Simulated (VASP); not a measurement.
Write the native input for VASP 6.6.1 that does the following.

- Task: single point
- Functional: PBE
- Potentials or basis: VASP PAW PBE potentials, release 64 (Al, Li_sv)
- Cutoff: 520 eV
- k mesh: 6 × 6 × 1
- Occupations: gaussian, width 0.1 eV
- Spin: no spin polarisation
- Dipole correction: yes
- Further INCAR settings: ALGO = Fast; EDIFF = 1e-06; NBANDS = 32

The structure of LiAl12 lies in POSCAR:

```
LiAl12
1.0
    5.7143028096      0.0000000000      0.0000000000
   -2.8571514048      4.9487313980      0.0000000000
    0.0000000000      0.0000000000     20.1016424764
Al Li
12 1
Direct
    0.3333333333      0.1666666667      0.1989887147
    0.3333333333      0.6666666667      0.1989887147
    0.8333333333      0.1666666667      0.1989887147
    0.8333333333      0.6666666667      0.1989887147
    0.1666666667      0.3333333333      0.3134533099
    0.1666666667      0.8333333333      0.3134533099
    0.6666666667      0.3333333333      0.3134533099
    0.6666666667      0.8333333333      0.3134533099
    0.0000000000      0.0000000000      0.4279074452
    0.0000000000      0.5000000000      0.4279074452
    0.5000000000      0.0000000000      0.4279074452
    0.5000000000      0.5000000000      0.4279074452
    0.0000000000      0.1666666667      0.5420557463
```

The cell isn't the ideal one: Li over (0/6, 2/6) of the surface cell, its height relaxed.

The input as run:

INCAR

```
PREC = Accurate ; ENCUT = 520
EDIFF = 1E-6 ; ISMEAR = 0
SIGMA = 0.1 ; LREAL = False
LASPH = True ; NELM = 100
ALGO = Fast ; ISIF = 2
LWAVE = False ; LCHARG = False
LDIPOL = True ; IDIPOL = 3
DIPOL = 0.5 0.5 0.331 ; GGA = PE
NBANDS = 32
```

KPOINTS

```
Automatic mesh
0
Gamma
  6 6 1
```

Potentials or basis: VASP PAW PBE potentials, release 64 (Al, Li_sv).

Run with:

```sh
$ cat potpaw_PBE.64/Al/POTCAR potpaw_PBE.64/Li_sv/POTCAR > POTCAR
$ mpirun -np 1 vasp_std > vasp.out
```

Results of the run:

```json
{"Largest force": "0.633 eV/Å", "Band gap on the k mesh": "none (metal or under the smearing width)"}
```

Run time: 20 min on 1 thread of Intel(R) Xeon(R) Platinum 8488C (Sapphire Rapids), with other jobs on the host, peak memory 0.69 GiB.
